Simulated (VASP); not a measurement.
VASP ran on this input.

### POSCAR
```
CdSe
1
    0.0000000000     3.0250000000     3.0250000000
    3.0250000000     0.0000000000     3.0250000000
    3.0250000000     3.0250000000     0.0000000000
Cd Se
1 1
Direct
 -0.0115702479   0.0115702479   0.0280991736
  0.2500000000   0.2500000000   0.2500000000
```

### KPOINTS
```
Automatic
0
gamma
6 6 6
0 0 0
```

**INCAR**
```
! general
SYSTEM  = CdSe
PREC    = Accurate
ENCUT   = 400   ! plane-wave cut-off (eV)
LREAL   = .FALSE.   ! projection in real space or not
LASPH   = .TRUE.   ! aspherical one-centre terms

! electronic loop
EDIFF   = 1E-6   ! SCF stop (eV)
NELM    = 100
ALGO    = Normal
LMAXMIX = 4   ! l cut-off of mixed one-centre charges

! smearing
ISMEAR  = 0
SIGMA   = 0.05

! functional
GGA     = PE

! ions
IBRION  = 2   ! conjugate gradients
NSW     = 40   ! most ionic steps
ISIF    = 3
EDIFFG  = -0.01   ! ionic stop

! output
LWAVE   = .FALSE.
LCHARG  = .FALSE.
```

POTCAR, in this order: Cd Se (PBE.64 set). Program: vasp_std.

Question: Write an equivalent input for Ansatz.

Answer: One equivalent input (not run):
Ansatz 0.2 input:
```yaml
crystal:
  lattice:
    - [0.0000000, 3.0250000, 3.0250000]
    - [3.0250000, 0.0000000, 3.0250000]
    - [3.0250000, 3.0250000, 0.0000000]
  atoms:
    - { symbol: Cd, position: [-0.0115702, 0.0115702, 0.0280992] }
    - { symbol: Se, position: [0.2500000, 0.2500000, 0.2500000] }
kpoints:
  mp_grid: { grid: [6, 6, 6] }
hamiltonian:
  xc: pbe
  pseudopotentials: { kind: paw }
scf:
  occupations: { method: gaussian, width: 0.05 }
  max_iter: 100
relax:
  max_steps: 40
  f_tol: 0.01
  cell: {}
output: { forces: true, stress: true, eigenvalues: true }
```
What does not carry over: each code has its own PAW files, so the cut-off isn't converted (ENCUT is set for VASP's; basis.ecutwfc is left out, and Ansatz then takes the one that its files recommend); Ansatz stops its SCF on the density residual and VASP on the energy change (EDIFF).

The compound is CdSe in the zinc blende structure, whereas wurtzite is the usual form. In the starting cell atoms are displaced from their ideal sites. This run relaxes it.
